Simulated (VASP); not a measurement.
Be2ZnO3: relaxation of cell and atoms with PBE

Crystal: Be2ZnO3.

```
Be Zn O
1.0
     4.23290    0.00000    0.00000
    -2.11645    3.66580    0.00000
     0.00000    0.00000    3.68812
Be Zn O
2 1 3
Direct
  0.33333 0.66667 0.50000
  0.66667 0.33333 0.50000
  0.00000 0.00000 0.00000
  0.50000 0.00000 0.50000
  0.00000 0.50000 0.50000
  0.50000 0.50000 0.50000
```

The cell was built by a generator and needn't be a form met in nature.

* Program: VASP 6.6.1
* Task: relaxation of cell and atoms
* Functional: PBE
* Potentials or basis: VASP PAW PBE potentials, release 64 (Be, Zn, O)
* Cutoff: 520 eV
* k mesh: 4 × 4 × 4
* Occupations: gaussian, width 0.15 eV
* Spin: no spin polarisation
* Further INCAR settings: PREC = Normal; ALGO = Fast; EDIFF = 0.0001; IBRION = 2; EDIFFG = -0.08; NSW = 24; ISIF = 3

```yaml
Relaxed_volume: 11.21 Å³/atom
Relaxed_cell: a = 5.093 Å, b = 5.093 Å, c = 2.993 Å, α = 90.00°, β = 90.00°, γ = 120.00°
Space_group_after_relaxing_to_0.05_Å: P6/mmm (No. 191)
Energy_gained_by_relaxing: 1805.1 meV/atom
Ionic_steps: 15
Pressure_after_relaxing: -0.1 GPa
Band_gap_on_the_k_mesh: none (metal or under the smearing width)
```

Stress tensor (GPa, compression positive):
```
 0.21  0.00  0.00
 0.00  0.21  0.00
 0.00  0.00 -0.75
```

The path:
```
step  energy change (eV)  largest force (eV/Å)  pressure (GPa)  volume (Å³)
   1              0.0000                0.0000          107.85        57.23
   2             -0.8486                0.0000          -42.91       121.49
   3              6.7223                0.0000           -7.13        85.30
   4             -7.1319                0.0000            0.81        83.33
   5            -10.0855                0.0000           -6.09        83.90
   6            -10.3946                0.0000           -1.12        78.27
   7            -10.4047                0.0000           -0.45        77.70
   8            -10.4198                0.0000            0.81        76.56
   9            -10.4283                0.0000            3.75        74.33
  10            -10.5153                0.0000            4.20        72.78
  11            -10.7126                0.0000            4.94        68.13
  12            -10.5949                0.0000           11.57        58.79
  13            -10.7650                0.0000            6.13        64.75
  14            -10.8266                0.0000            1.54        66.67
  15            -10.8305                0.0000           -0.11        67.24
```

Final structure:
```cif
data_structure
_symmetry_space_group_name_H-M 'P 1'
_symmetry_Int_Tables_number 1
_cell_length_a 5.0934
_cell_length_b 5.0934
_cell_length_c 2.9931
_cell_angle_alpha 90.000
_cell_angle_beta 90.000
_cell_angle_gamma 120.000
_cell_volume 67.24
loop_
_atom_site_label
_atom_site_type_symbol
_atom_site_fract_x
_atom_site_fract_y
_atom_site_fract_z
_atom_site_occupancy
Be1 Be 0.33333 0.66667 0.50000 1
Be2 Be 0.66667 0.33333 0.50000 1
Zn1 Zn 0.00000 0.00000 0.00000 1
O1 O 0.50000 0.00000 0.50000 1
O2 O 0.00000 0.50000 0.50000 1
O3 O 0.50000 0.50000 0.50000 1
```

Levels at points of the mesh, in eV from the Fermi level:
| k point | band 15 | band 16 | band 17 | band 18 | band 19 | band 20 |
| --- | --- | --- | --- | --- | --- | --- |
| (0.00, 0.00, 0.00) | -1.52 | -0.15 | -0.15 | 0.14 | 7.18 | 7.28 |
| (0.50, 0.00, 0.00) | -0.76 | -0.45 | -0.15 | 0.65 | 4.17 | 6.46 |
| (0.00, 0.00, 0.50) | -1.03 | -1.03 | 0.30 | 2.25 | 2.32 | 5.01 |
| (0.50, 0.00, 0.50) | -1.86 | -1.54 | -0.28 | 1.33 | 3.84 | 7.08 |

Wall time 65 s on 1 thread of Intel(R) Xeon(R) Platinum 8488C (Sapphire Rapids) (shared host), peak memory 0.15 GiB.

Caveat: the k mesh is coarse (spacing up to 0.43 Å⁻¹), so the values aren't converged; the volume moved by over 15 % at a fixed basis, so the end points are rough; the relaxation stopped at a loose force limit of 0.08 eV/Å, so its end isn't a converged minimum.
